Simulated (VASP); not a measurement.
Energy against volume of Au (fcc). Method: PBEsol GGA, VASP's PBE PAW potentials (set 64) (plane waves; VASP). Settings: 520 eV cut-off, 15×15×15 Γ-centred mesh, first-order Methfessel-Paxton smearing of 0.10 eV, potentials Au.

```tsv
V (Å³/atom)	E (eV/atom)
15.961	-3.88448
16.470	-3.91402
16.979	-3.92309
17.489	-3.91558
```

### Question
Fit these four points and predict the energy of the run at 17.998 Å³/atom.

### Answer
A cubic in V^(−2/3), the third-order Birch-Murnaghan form, passes through the four points with V0 = 16.99 Å³/atom and B0 = 173 GPa, and gives -3.8947 eV/atom there. The run gave -3.8945 eV/atom, +0.2 meV/atom from the fit; all five points give B0 = 174 GPa.

The compound is Au in the fcc structure. It was relaxed first.
